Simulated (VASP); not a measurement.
OSZICAR of a VASP run on MoRu (atoms displaced from the space group 227 structure):

OSZICAR:
```
       N       E                     dE             d eps       ncg     rms          rms(c)
DAV:   1     0.488184302140E+03    0.48818E+03   -0.26328E+04 18776   0.123E+03
DAV:   2    -0.233535495197E+02   -0.51154E+03   -0.50389E+03 19118   0.457E+02
DAV:   3    -0.410876706051E+02   -0.17734E+02   -0.17347E+02 21736   0.800E+01
DAV:   4    -0.414004025514E+02   -0.31273E+00   -0.31058E+00 19554   0.927E+00
DAV:   5    -0.414077110322E+02   -0.73085E-02   -0.73004E-02 22005   0.128E+00    0.295E+01
DAV:   6    -0.393749305657E+02    0.20328E+01   -0.63665E+00 18115   0.180E+01    0.965E+00
DAV:   7    -0.399803921764E+02   -0.60546E+00   -0.88341E+00 21448   0.127E+01    0.844E+00
DAV:   8    -0.390237536887E+02    0.95664E+00   -0.41426E+00 23026   0.103E+01    0.146E+00
DAV:   9    -0.390199580382E+02    0.37957E-02   -0.10179E-01 21448   0.186E+00    0.497E-01
DAV:  10    -0.390177953316E+02    0.21627E-02   -0.13850E-02 21516   0.673E-01    0.991E-02
DAV:  11    -0.390177384354E+02    0.56896E-04   -0.76371E-04 20928   0.242E-01    0.688E-02
DAV:  12    -0.390177312109E+02    0.72245E-05   -0.10869E-04 22609   0.722E-02    0.356E-02
DAV:  13    -0.390177380493E+02   -0.68384E-05   -0.22000E-05 23464   0.389E-02    0.134E-02
DAV:  14    -0.390177374674E+02    0.58181E-06   -0.75888E-06 18701   0.204E-02
   1 F= -.39017737E+02 E0= -.38997019E+02  d E =-.414377E-01
```

Problem. Which electronic solver shows in the log?

Solution. It is blocked Davidson (ALGO = Normal, or the opening steps of other solvers). The INCAR had ALGO = Normal.

Problem. Can the final energy be trusted as converged?

Solution. The run converged. It stopped with EDIFF = 1E-6, NELM = 100 (PBE GGA, plane waves, VASP's PBE PAW potentials (set 64)).

The structure was generated: MoRu was put into an ordered model structure, which need not be its known phase. The cell was not relaxed at this level, atoms are displaced from their ideal sites.
